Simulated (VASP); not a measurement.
VASP ran on this input.

INCAR:
```
ALGO=Normal
EDIFF=1E-6
EDIFFG=-0.02
ENCUT=620
GGA=PE
IBRION=2
ISIF=3
ISMEAR=0
LASPH=T
LCHARG=F
LMAXMIX=4
LREAL=F
LWAVE=F
NELM=100
NSW=40
PREC=Accurate
PSTRESS=50
SIGMA=0.05
SYSTEM=YN
```

### KPOINTS
```
Automatic mesh
0
Gamma
9 9 9
0 0 0
```

POSCAR:
```
YN
1
    0.0000000000     2.4524426897     2.4524426897
    2.4524426897     0.0000000000     2.4524426897
    2.4524426897     2.4524426897     0.0000000000
Y N
1 1
Direct
  0.0000000000   0.0000000000   0.0000000000
  0.5000000000   0.5000000000   0.5000000000
```

POTCAR, in this order: Y_sv N (PBE.64 set). Program: vasp_std.

Question: Translate this PBE calculation to Ansatz.

Answer: One equivalent input (not run):
Ansatz 0.2 input:
```yaml
crystal:
  lattice:
    - [0.0000000, 2.4524427, 2.4524427]
    - [2.4524427, 0.0000000, 2.4524427]
    - [2.4524427, 2.4524427, 0.0000000]
  atoms:
    - { symbol: Y, position: [0.0000000, 0.0000000, 0.0000000] }
    - { symbol: N, position: [0.5000000, 0.5000000, 0.5000000] }
kpoints:
  mp_grid: { grid: [9, 9, 9] }
hamiltonian:
  xc: pbe
  pseudopotentials: { kind: paw }
scf:
  occupations: { method: gaussian, width: 0.05 }
  max_iter: 100
relax:
  max_steps: 40
  f_tol: 0.02
  cell: { p_target: 5 }
output: { forces: true, stress: true, eigenvalues: true }
```
The two are equivalent in intent, not identical: each code has its own PAW files, so the cut-off isn't converted (ENCUT is set for VASP's; basis.ecutwfc is left out, and Ansatz then takes the one that its files recommend); Ansatz stops its SCF on the density residual and VASP on the energy change (EDIFF).

The compound is YN in the rock salt structure. This run relaxes it under an external pressure of 5 GPa. Symmetry was kept, so distortions that lower it aren't found.
